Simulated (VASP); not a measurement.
Consider the following.

```yaml
crystal:
  lattice:
    - [0.00000, 2.75704, 2.75704]
    - [2.75704, 0.00000, 2.75704]
    - [2.75704, 2.75704, 0.00000]
  atoms:
    - { symbol: Ca, position: [0.00000, 0.00000, 0.00000] }
```

The numbers are results of PW91 GGA, VASP's PBE PAW potentials (set 64) (plane waves; VASP), not measurements. Settings: 520 eV cut-off, Gaussian smearing of 0.050 eV, potentials Ca_sv.

Task: Give the energies of bands 5 to 8 at the high-symmetry points, in eV from the Fermi level.

Result: 
```
band      Γ      X     U      L     W
----  -----  -----  ----  -----  ----
5     -4.02  -0.47  0.02  -0.99  0.18
6      2.31   0.55  0.40  -0.14  0.69
7      2.31   0.99  0.84   2.19  0.69
8      2.31   4.05  3.23   2.19  2.55
```

It has no gap at this level: it comes out as a metal or semimetal.

The compound is Ca in the fcc structure. It was relaxed first.
